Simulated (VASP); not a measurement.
Data:

```
CELL_PARAMETERS angstrom
      0.00000     2.97462     2.97462
      2.97462     0.00000     2.97462
      2.97462     2.97462     0.00000
ATOMIC_POSITIONS crystal
  Ag 0.00000 0.00000 0.00000
  Br 0.50000 0.50000 0.50000
```

Computed with revPBE GGA, VASP's PBE PAW potentials (set 64) (plane waves; VASP). Run with 520 eV cut-off, 9×9×9 Γ-centred mesh, tetrahedra with Blöchl corrections, potentials Ag Br.

Q: Tabulate the total density of states (states/eV per cell) against energy (eV; zero at the valence-band maximum or, without a gap, the Fermi level).

A: 
| E (eV) | DOS (states/eV) |
|---|---|
| -9.95 | 0.00 |
| -9.59 | 0.00 |
| -9.23 | 0.00 |
| -8.87 | 0.00 |
| -8.51 | 0.00 |
| -8.15 | 0.00 |
| -7.79 | 0.00 |
| -7.43 | 0.00 |
| -7.07 | 0.00 |
| -6.71 | 0.00 |
| -6.23 | 0.00 |
| -5.87 | 0.00 |
| -5.51 | 0.00 |
| -5.15 | 0.00 |
| -4.79 | 0.00 |
| -4.43 | 0.00 |
| -4.07 | 1.39 |
| -3.71 | 3.11 |
| -3.35 | 8.85 |
| -2.99 | 3.78 |
| -2.63 | 1.54 |
| -2.27 | 7.77 |
| -1.91 | 6.20 |
| -1.55 | 2.56 |
| -1.19 | 2.49 |
| -0.83 | 2.25 |
| -0.47 | 2.03 |
| -0.11 | 1.52 |
| 0.25 | 0.00 |
| 0.61 | 0.00 |
| 1.09 | 0.00 |
| 1.45 | 0.03 |
| 1.81 | 0.06 |
| 2.17 | 0.17 |
| 2.53 | 0.35 |
| 2.89 | 0.54 |
| 3.25 | 0.83 |
| 3.61 | 1.08 |
| 3.97 | 1.06 |
| 4.33 | 1.20 |
Within 2 eV below the valence-band maximum the largest weight inside VASP's projection spheres is Ag d, then Br p.

The compound is AgBr in the rock salt structure. It was relaxed first, which changed the volume by +10 %.
